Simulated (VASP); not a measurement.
# Which magnetic order does AlCr2C take?, part 3 of 5

Is AlCr2C a ferromagnet or an antiferromagnet at this level? The start is a computed cell from the Materials Project.

VASP 6.6.1, plane waves and PAW; the level of theory is named at each step.

Still holding for the runs below: The magnetic state follows from one typed start and may not be the lowest. The k-mesh is coarse for a metal. A U on the itinerant d states of such a compound is hard to justify; it moves the bands at the Fermi level and favours large moments.

So far, largest spin moment in the PAW sphere (μB): step 2 (relax in the ferromagnetic state) 3.12. The relaxed cell has a = 3.008, c = 13.374 Å (conventional setting).

### 3. Magnetic order, start order fm, signs ++++

This step: PBE, DFT+U (Cr d 3 eV), spin-polarised, from parallel moments; plane waves and PAW (Cr, Al, C) (VASP 6.6.1).

Each run starts from other signs of the moments at the same geometry and cutoff; gentle mixing helps it keep them. Any wave vector in a name is a fraction of the reciprocal vectors of the first cell as typed.

INCAR reads:

```
SYSTEM = AlCr2C
PREC = Normal
ENCUT = 480
EDIFF = 1E-06
NELM = 150
ISMEAR = 0
SIGMA = 0.05
LREAL = .FALSE.
ALGO = Normal
GGA = PE
NBANDS = 33
ISPIN = 2
MAGMOM = 3 3 3 3 0 0 0 0
LDAU = .TRUE.
LDAUTYPE = 2
LDAUL = 2 -1 -1
LDAUU = 3 0 0
LDAUJ = 0 0 0
LDAUPRINT = 1
LASPH = .TRUE.
LMAXMIX = 4
LORBIT = 11
LWAVE = .FALSE.
LCHARG = .TRUE.
AMIX = 0.2
BMIX = 1E-04
AMIX_MAG = 0.8
BMIX_MAG = 1E-04
```

POSCAR reads:

```
AlCr2C
1.0
    3.0075606267      0.0000000000      0.0000000000
   -1.5037803133      2.6046239061      0.0000000000
    0.0000000000      0.0000000000     13.3735638057
Cr Al C
4 2 2
Direct
    0.3333333333      0.6666666667      0.0860137775
    0.6666666667      0.3333333333      0.5860137775
    0.6666666667      0.3333333333      0.9139862225
    0.3333333333      0.6666666667      0.4139862225
    0.3333333333      0.6666666667      0.7500000000
    0.6666666667      0.3333333333      0.2500000000
    0.0000000000      0.0000000000      0.0000000000
    0.0000000000      0.0000000000      0.5000000000
```

KPOINTS reads:

```
Automatic mesh
0
Gamma
7 7 2
0 0 0
```

Potentials, in the order of the species: Cr, Al and C (PBE family, release 64).

On the command line:

```console
$ mpirun -np 1 vasp_std
```

The log of the run:

```text
[... set-up lines as in an earlier step ...]
 entering main loop
       N       E                     dE             d eps       ncg     rms          rms(c)
DAV:   1     0.255570850319E+03    0.25557E+03   -0.13411E+04  2112   0.112E+03
DAV:   2    -0.222746812952E+02   -0.27785E+03   -0.26029E+03  2112   0.272E+02
DAV:   3    -0.626553726587E+02   -0.40381E+02   -0.37631E+02  3326   0.101E+02
DAV:   4    -0.648336522318E+02   -0.21783E+01   -0.21313E+01  3439   0.269E+01
DAV:   5    -0.648635544893E+02   -0.29902E-01   -0.29835E-01  3380   0.372E+00    0.342E+01
DAV:   6    -0.519088199814E+02    0.12955E+02   -0.46181E+01  3206   0.654E+01    0.137E+01
DAV:   7    -0.526356146482E+02   -0.72679E+00   -0.57170E+00  3259   0.155E+01    0.972E+00
DAV:   8    -0.532015326386E+02   -0.56592E+00   -0.99314E-01  3372   0.696E+00    0.722E+00
DAV:   9    -0.531591415424E+02    0.42391E-01   -0.85538E-01  3070   0.727E+00    0.490E+00
DAV:  10    -0.532366101489E+02   -0.77469E-01   -0.29861E-01  3508   0.545E+00    0.324E+00
DAV:  11    -0.532572292005E+02   -0.20619E-01   -0.86683E-02  3203   0.219E+00    0.847E-01
DAV:  12    -0.532591541200E+02   -0.19249E-02   -0.27562E-02  3284   0.999E-01    0.320E-01
DAV:  13    -0.532601249739E+02   -0.97085E-03   -0.54876E-03  3001   0.539E-01    0.160E-01
DAV:  14    -0.532600865877E+02    0.38386E-04   -0.71909E-04  3205   0.152E-01    0.818E-02
DAV:  15    -0.532600981512E+02   -0.11564E-04   -0.21500E-04  3182   0.109E-01    0.766E-02
DAV:  16    -0.532601184753E+02   -0.20324E-04   -0.64646E-05  3346   0.820E-02    0.139E-02
DAV:  17    -0.532601208666E+02   -0.23913E-05   -0.12886E-05  3115   0.242E-02    0.789E-03
DAV:  18    -0.532601206653E+02    0.20133E-06   -0.21908E-06  2061   0.166E-02
   1 F= -.53260121E+02 E0= -.53257204E+02  d E =-.583413E-02  mag=    11.0606
```

Run time: 48 s. Hardware: 1 MPI rank of AMD EPYC 9R45, shared host; peak memory 0.18 GiB.

Parts of OUTCAR (step 3):

```text
  LATTYP: Found a hexagonal cell.
 ALAT       =     3.0075606267
 C/A-ratio  =     4.4466481197

 Found     16 irreducible k-points:

   k-points           NKPTS =     16   k-points in BZ     NKDIM =     16   number of bands    NBANDS=     33

   dimension x,y,z NGX =    16 NGY =   16 NGZ =   72
   dimension x,y,z NGXF=    32 NGYF=   32 NGZF=  144

   ENCUT  =  480.0 eV  35.28 Ry    5.94 a.u.   5.37  5.37 23.89*2*pi/ulx,y,z

   NELECT =      38.0000    total number of electrons

atom =   1  type =  1  l = 2

 onsite density matrix

spin component  1

  0.7730 -0.0000 -0.0000  0.0662  0.0000
 -0.0000  0.7482 -0.0000  0.0000  0.0662
 -0.0000 -0.0000  0.7476 -0.0000 -0.0000
  0.0662  0.0000 -0.0000  0.7482  0.0000
  0.0000  0.0662 -0.0000  0.0000  0.7730

spin component  2

  0.1170  0.0000 -0.0000 -0.0827  0.0000
  0.0000  0.1703  0.0000  0.0000 -0.0827
 -0.0000  0.0000  0.0678  0.0000 -0.0000
 -0.0827  0.0000  0.0000  0.1703 -0.0000
  0.0000 -0.0827 -0.0000 -0.0000  0.1170

 occupancies and eigenvectors

  o =  0.0567  v =  0.0000  0.0000  0.0000  0.0000  0.0000  0.3328 -0.5366 -0.0000  0.2425 -0.7365      0.0000  0.0000  0.0000  0.0000  0.0000  0.0000  0.0000  0.0000  0.0000  0.0000
  o =  0.0567  v =  0.0000  0.0000  0.0000  0.0000  0.0000  0.7365  0.2425  0.0000  0.5366  0.3328      0.0000  0.0000  0.0000  0.0000  0.0000  0.0000  0.0000  0.0000  0.0000  0.0000
  o =  0.0678  v =  0.0000  0.0000  0.0000  0.0000  0.0000  0.0000  0.0000 -1.0000  0.0000  0.0000      0.0000  0.0000  0.0000  0.0000  0.0000  0.0000  0.0000  0.0000  0.0000  0.0000
  o =  0.2305  v =  0.0000  0.0000  0.0000  0.0000  0.0000  0.2424  0.7365  0.0000 -0.3328 -0.5367      0.0000  0.0000  0.0000  0.0000  0.0000  0.0000  0.0000  0.0000  0.0000  0.0000
  o =  0.2305  v =  0.0000  0.0000  0.0000  0.0000  0.0000 -0.5367  0.3328  0.0000  0.7365 -0.2424      0.0000  0.0000  0.0000  0.0000  0.0000  0.0000  0.0000  0.0000  0.0000  0.0000
  o =  0.6932  v = -0.2630 -0.7012  0.0000  0.3168  0.5821  0.0000  0.0000  0.0000  0.0000  0.0000      0.0000  0.0000  0.0000  0.0000  0.0000  0.0000  0.0000  0.0000  0.0000  0.0000
  o =  0.6932  v =  0.5821 -0.3168  0.0000 -0.7012  0.2630  0.0000  0.0000  0.0000  0.0000  0.0000      0.0000  0.0000  0.0000  0.0000  0.0000  0.0000  0.0000  0.0000  0.0000  0.0000
  o =  0.7476  v =  0.0000  0.0000  1.0000  0.0000  0.0000  0.0000  0.0000  0.0000  0.0000  0.0000      0.0000  0.0000  0.0000  0.0000  0.0000  0.0000  0.0000  0.0000  0.0000  0.0000
  o =  0.8280  v =  0.3168 -0.5821  0.0000  0.2630 -0.7012  0.0000  0.0000  0.0000  0.0000  0.0000      0.0000  0.0000  0.0000  0.0000  0.0000  0.0000  0.0000  0.0000  0.0000  0.0000
  o =  0.8280  v = -0.7012 -0.2630  0.0000 -0.5821 -0.3168  0.0000  0.0000  0.0000  0.0000  0.0000      0.0000  0.0000  0.0000  0.0000  0.0000  0.0000  0.0000  0.0000  0.0000  0.0000

atom =   2  type =  1  l = 2

 onsite density matrix

spin component  1

  0.7730  0.0000 -0.0000 -0.0662  0.0000
  0.0000  0.7482  0.0000  0.0000 -0.0662
 -0.0000  0.0000  0.7476  0.0000 -0.0000
 -0.0662  0.0000  0.0000  0.7482 -0.0000
  0.0000 -0.0662 -0.0000 -0.0000  0.7730

spin component  2

  0.1170 -0.0000 -0.0000  0.0827  0.0000
 -0.0000  0.1703 -0.0000  0.0000  0.0827
 -0.0000 -0.0000  0.0678 -0.0000 -0.0000
  0.0827  0.0000 -0.0000  0.1703  0.0000
  0.0000  0.0827 -0.0000  0.0000  0.1170

 occupancies and eigenvectors

  o =  0.0567  v =  0.0000  0.0000  0.0000  0.0000  0.0000  0.3325  0.5367 -0.0000 -0.2423 -0.7366      0.0000  0.0000  0.0000  0.0000  0.0000  0.0000  0.0000  0.0000  0.0000  0.0000
  o =  0.0567  v =  0.0000  0.0000  0.0000  0.0000  0.0000  0.7366 -0.2423  0.0000 -0.5367  0.3325      0.0000  0.0000  0.0000  0.0000  0.0000  0.0000  0.0000  0.0000  0.0000  0.0000
  o =  0.0678  v =  0.0000  0.0000  0.0000  0.0000  0.0000  0.0000 -0.0000 -1.0000 -0.0000  0.0000      0.0000  0.0000  0.0000  0.0000  0.0000  0.0000  0.0000  0.0000  0.0000  0.0000
  o =  0.2305  v =  0.0000  0.0000  0.0000  0.0000  0.0000  0.2424 -0.7366  0.0000  0.3327 -0.5367      0.0000  0.0000  0.0000  0.0000  0.0000  0.0000  0.0000  0.0000  0.0000  0.0000
  o =  0.2305  v =  0.0000  0.0000  0.0000  0.0000  0.0000 -0.5367 -0.3327  0.0000 -0.7366 -0.2424      0.0000  0.0000  0.0000  0.0000  0.0000  0.0000  0.0000  0.0000  0.0000  0.0000
  o =  0.6932  v = -0.2630  0.7012  0.0000 -0.3167  0.5821  0.0000  0.0000  0.0000  0.0000  0.0000      0.0000  0.0000  0.0000  0.0000  0.0000  0.0000  0.0000  0.0000  0.0000  0.0000
  o =  0.6932  v =  0.5821  0.3167  0.0000  0.7012  0.2630  0.0000  0.0000  0.0000  0.0000  0.0000      0.0000  0.0000  0.0000  0.0000  0.0000  0.0000  0.0000  0.0000  0.0000  0.0000
  o =  0.7476  v =  0.0000 -0.0000  1.0000 -0.0000  0.0000  0.0000  0.0000  0.0000  0.0000  0.0000      0.0000  0.0000  0.0000  0.0000  0.0000  0.0000  0.0000  0.0000  0.0000  0.0000
  o =  0.8280  v =  0.3168  0.5821  0.0000 -0.2630 -0.7012  0.0000  0.0000  0.0000  0.0000  0.0000      0.0000  0.0000  0.0000  0.0000  0.0000  0.0000  0.0000  0.0000  0.0000  0.0000
  o =  0.8280  v = -0.7012  0.2630  0.0000  0.5821 -0.3168  0.0000  0.0000  0.0000  0.0000  0.0000      0.0000  0.0000  0.0000  0.0000  0.0000  0.0000  0.0000  0.0000  0.0000  0.0000

atom =   3  type =  1  l = 2

 onsite density matrix

spin component  1

spin component  2

 occupancies and eigenvectors

[...]
o =  0.0678  v =  0.0000  0.0000  0.0000  0.0000  0.0000  0.0000 -0.0000 -1.0000 -0.0000  0.0000      0.0000  0.0000  0.0000  0.0000  0.0000  0.0000  0.0000  0.0000  0.0000  0.0000
  o =  0.2305  v =  0.0000  0.0000  0.0000  0.0000  0.0000  0.2424 -0.7366  0.0000  0.3327 -0.5367      0.0000  0.0000  0.0000  0.0000  0.0000  0.0000  0.0000  0.0000  0.0000  0.0000
  o =  0.2305  v =  0.0000  0.0000  0.0000  0.0000  0.0000 -0.5367 -0.3327  0.0000 -0.7366 -0.2424      0.0000  0.0000  0.0000  0.0000  0.0000  0.0000  0.0000  0.0000  0.0000  0.0000
  o =  0.6932  v = -0.2630  0.7012  0.0000 -0.3167  0.5821  0.0000  0.0000  0.0000  0.0000  0.0000      0.0000  0.0000  0.0000  0.0000  0.0000  0.0000  0.0000  0.0000  0.0000  0.0000
  o =  0.6932  v =  0.5821  0.3167  0.0000  0.7012  0.2630  0.0000  0.0000  0.0000  0.0000  0.0000      0.0000  0.0000  0.0000  0.0000  0.0000  0.0000  0.0000  0.0000  0.0000  0.0000
  o =  0.7476  v =  0.0000 -0.0000  1.0000 -0.0000  0.0000  0.0000  0.0000  0.0000  0.0000  0.0000      0.0000  0.0000  0.0000  0.0000  0.0000  0.0000  0.0000  0.0000  0.0000  0.0000
  o =  0.8280  v =  0.3168  0.5821  0.0000 -0.2630 -0.7012  0.0000  0.0000  0.0000  0.0000  0.0000      0.0000  0.0000  0.0000  0.0000  0.0000  0.0000  0.0000  0.0000  0.0000  0.0000
  o =  0.8280  v = -0.7012  0.2630  0.0000  0.5821 -0.3168  0.0000  0.0000  0.0000  0.0000  0.0000      0.0000  0.0000  0.0000  0.0000  0.0000  0.0000  0.0000  0.0000  0.0000  0.0000

 E-fermi :   6.2867

 spin component 1
 k-point     1 :       0.0000    0.0000    0.0000
  band No.  band energies     occupation
    ...
     22       5.2266      1.00000
     23       5.2423      1.00000
     24       5.2423      1.00000
     25       5.2692      1.00000
     26       5.2692      1.00000
     27       7.7801      0.00000
     28       8.9773      0.00000
     29      10.7446      0.00000
     30      11.0173      0.00000
     31      11.0174      0.00000
    ...

 k-point     2 :       0.1429   -0.0000    0.0000
  band No.  band energies     occupation
    ...
     22       5.0630      1.00000
     23       5.4611      1.00000
     24       5.4857      1.00000
     25       5.4878      1.00000
     26       5.8442      1.00000
     27       7.8763      0.00000
     28       9.3126      0.00000
     29      10.2328      0.00000
     30      10.3783      0.00000
     31      10.8159      0.00000
    ...

 k-point     3 :       0.2857    0.0000    0.0000
  band No.  band energies     occupation
    ...
     21       5.2588      1.00000
     22       5.2660      1.00000
     23       5.6104      1.00000
     24       5.6399      1.00000
     25       5.7716      1.00000
     26       6.9911      0.00000
     27       8.0306      0.00000
     28       8.5417      0.00000
     29       8.8826      0.00000
     30       9.9476      0.00000
    ...

 k-point     4 :       0.4286    0.0000    0.0000
  band No.  band energies     occupation
    ...
     21       5.4728      1.00000
     22       5.4958      1.00000
     23       5.8528      1.00000
     24       5.8642      1.00000
     25       6.1400      0.99998
     26       6.8933      0.00000
     27       7.3233      0.00000
     28       7.3762      0.00000
     29       8.3032      0.00000
     30       8.5039      0.00000
    ...

  Total        0.2328299      0.2328299      0.0334112      0.0000000      0.0000000      0.0000000
  in kB        3.5607604      3.5607604      0.5109714      0.0000000      0.0000000      0.0000000
  external PRESSURE =       2.5441641 kB  Pullay stress =       0.0000000 kB

  energy-cutoff  :      480.00
  volume of cell :      104.76
      direct lattice vectors                 reciprocal lattice vectors
     3.007560627  0.000000000  0.000000000     0.332495376  0.191966295  0.000000000
    -1.503780313  2.604623906  0.000000000     0.000000000  0.383932589  0.000000000
     0.000000000  0.000000000 13.373563806     0.000000000  0.000000000  0.074774384

 POSITION                                       TOTAL-FORCE (eV/Angst)
 -----------------------------------------------------------------------------------
     -0.00000      1.73642      1.15031         0.000000      0.000000      0.004017
      1.50378      0.86821      7.83709        -0.000000      0.000000      0.004017
      1.50378      0.86821     12.22325        -0.000000     -0.000000     -0.004017
     -0.00000      1.73642      5.53647        -0.000000      0.000000     -0.004017
     -0.00000      1.73642     10.03017        -0.000000     -0.000000      0.000000
      1.50378      0.86821      3.34339         0.000000      0.000000      0.000000
      0.00000      0.00000      0.00000        -0.000000      0.000000      0.000000
      0.00000      0.00000      6.68678        -0.000000      0.000000      0.000000
 -----------------------------------------------------------------------------------
    total drift:                               -0.000000      0.000000     -0.000000

  FREE ENERGIE OF THE ION-ELECTRON SYSTEM (eV)
  ---------------------------------------------------
  free  energy   TOTEN  =       -53.2601206653 eV

  energy  without entropy=      -53.2542865337  energy(sigma->0) =      -53.25720360

 total charge
# of ion       s       p       d       tot
------------------------------------------
    1        0.396   0.589   4.400   5.385
    2        0.396   0.589   4.400   5.385
    3        0.396   0.589   4.400   5.385
    4        0.396   0.589   4.400   5.385
    5        0.429   0.357   0.000   0.786
    6        0.429   0.357   0.000   0.786
    7        0.881   1.515   0.000   2.396
    8        0.881   1.515   0.000   2.396
--------------------------------------------------
tot          4.205   6.100  17.598  27.903

 magnetization (x)
# of ion       s       p       d       tot
------------------------------------------
    1        0.001  -0.017   3.139   3.123
    2        0.001  -0.017   3.139   3.123
    3        0.001  -0.017   3.139   3.123
    4        0.001  -0.017   3.139   3.123
    5       -0.044  -0.078   0.000  -0.122
    6       -0.044  -0.078   0.000  -0.122
    7       -0.052  -0.356   0.000  -0.408
    8       -0.052  -0.356   0.000  -0.408
--------------------------------------------------
tot         -0.187  -0.939  12.557  11.431

[... 2 parts as in an earlier step ...]

[... 11 further parts left out ...]
```

This step gave:

```
electronic cycles       : 18
free energy (TOTEN)     : -53.2601 eV
energy at zero smearing : -53.2572 eV
```

Spin density in the ac plane at fractional y = 0.333, with atoms of Cr and Al within 0.2 Å of it.

Values in e/Å³, 24 rows by 16 columns, each cell a mean:
```
 0.0  0.0  0.0  0.0  0.0  0.0  0.0  0.1  0.2  0.4  0.6  0.6  0.5  0.3  0.2  0.1
 0.1  0.0  0.0  0.0  0.0  0.1  0.2  0.6  1.1  1.8  2.3  2.4  2.0  1.3  0.7  0.3
 0.1  0.0  0.0  0.0  0.0  0.1  0.2  0.5  0.9  1.4  1.9  1.9  1.6  1.1  0.6  0.3
 0.0  0.0  0.0  0.0  0.0  0.0  0.0  0.1  0.2  0.3  0.4  0.4  0.3  0.2  0.1  0.1
 0.0  0.0  0.0  0.0  0.0  0.0  0.0  0.0  0.0  0.0  0.0  0.0  0.0  0.0  0.0  0.0
 0.0  0.0  0.0  0.0  0.0  0.0  0.0  0.0  0.0  0.0  0.0  0.0  0.0  0.0  0.0  0.0
 0.0  0.0  0.0  0.0  0.0  0.0  0.0  0.0  0.0  0.0  0.0  0.0  0.0  0.0  0.0  0.0
 0.0  0.0  0.0  0.0  0.0  0.0  0.0  0.0  0.0  0.1  0.1  0.1  0.1  0.1  0.0  0.0
 0.1  0.0  0.0  0.0  0.0  0.0  0.1  0.2  0.3  0.6  0.7  0.8  0.6  0.4  0.2  0.1
 0.1  0.1  0.0  0.0  0.0  0.1  0.2  0.6  1.2  1.9  2.4  2.5  2.1  1.4  0.8  0.3
 0.1  0.0  0.0  0.0  0.0  0.1  0.1  0.4  0.8  1.3  1.7  1.7  1.4  0.9  0.5  0.2
 0.0  0.0 -0.1 -0.1  0.0  0.0  0.0  0.0  0.1  0.2  0.2  0.2  0.2  0.1  0.1  0.0
 0.0  0.0  0.0  0.0  0.0  0.0  0.0  0.0  0.0  0.0  0.0  0.0  0.0  0.0  0.0  0.0
 0.1  0.2  0.2  0.2  0.2  0.1  0.1  0.1  0.0  0.0  0.0  0.0  0.0  0.0  0.0  0.1
 0.1  0.2  0.2  0.2  0.2  0.1  0.1  0.0  0.0  0.0  0.0  0.0  0.0  0.0  0.0  0.1
 0.0  0.0  0.1  0.1  0.1  0.0  0.0  0.0  0.0  0.0  0.0  0.0  0.0  0.0  0.0  0.0
 0.0  0.0  0.0  0.0  0.0  0.0  0.0  0.0  0.0  0.0  0.0  0.0  0.0  0.0  0.0  0.0
 0.0  0.0  0.0  0.0  0.0  0.0  0.0  0.0  0.0  0.0  0.0  0.0  0.0  0.0  0.0  0.0
 0.0  0.0  0.0  0.0  0.0  0.0  0.0  0.0  0.0  0.0  0.0  0.0  0.0  0.0  0.0  0.0
 0.0  0.0  0.0  0.0  0.0  0.0  0.0  0.0  0.0  0.0  0.0  0.0  0.0  0.0  0.0  0.0
 0.1  0.1  0.1  0.1  0.1  0.1  0.0  0.0  0.0  0.0  0.0  0.0  0.0  0.0  0.0  0.0
 0.1  0.2  0.3  0.3  0.2  0.2  0.1  0.1  0.0  0.0  0.0  0.0  0.0  0.0  0.0  0.1
 0.1  0.1  0.1  0.1  0.1  0.1  0.1  0.0  0.0  0.0  0.0  0.0  0.0  0.0  0.0  0.1
 0.0  0.0  0.0  0.0  0.0  0.0  0.0  0.0  0.0  0.0  0.0  0.0  0.0  0.0  0.0  0.0
```
Columns run along a (3.0 Å), rows up along c (13.4 Å). Atoms in or near the plane, at fractional coordinates: Cr at (0.67, 0.59), Cr at (0.67, 0.91), Al at (0.67, 0.25).

Valence density in the ac plane at fractional y = 0.333, with atoms of Cr and Al within 0.2 Å of it. It is the smooth field of the valence electrons, not physical close to the nuclei.

Ten steps, logarithmic in the rise over the least value, from '_' (0.0 e/Å³) to '@' (3.2 e/Å³), each cell a mean:
```
++++++++++++++++++**********++++
============++**%%@@@@@@@@%%##++
==--------====**##%%@@@@@@%%##++
--------------====++++++++++====
--------------------------------
--------------------------------
--------------------------------
------------------========------
------------==++****######**++==
==--------==++##%%@@@@@@@@%%##++
++========++++**##%%@@@@%%##**++
++++******++++++==++++++++++++++
++++******++++==------------====
==++++++++++==------::::------==
====++++======------------------
----------------============----
--------------==================
----------------::..____..::----
------------------::::::::------
--------------================--
----======----------------------
==++++++++====------------------
++++++**++++====------::------==
++********++++====--------====++
```
Columns run along a (3.0 Å), rows up along c (13.4 Å). Atoms in or near the plane, at fractional coordinates: Cr at (0.67, 0.59), Cr at (0.67, 0.91), Al at (0.67, 0.25).

The largest moment at the end is 3.12 μB, and the moments of the cell sum to 11.06 μB.

(Part 3 of 5 ends here.)

[Lines on the potential files, build, host, timing and source positions are cut from VASP's logs without a mark.]

[Logs are printed without paths, hosts, clocks, repeated set-up lines and the standing remarks that a program may print on its own settings, such as how far it seeks lower states.]

[Hosts, paths, dates, database ids (printed as entryN), source tags and the programs' standing remarks are cut or masked in the printed files.]

[In band tables of VASP the shares of atoms and orbitals are scaled to a sum of 1 inside the atoms' spheres.]

[Runs that stopped without an error message from VASP are left out.]
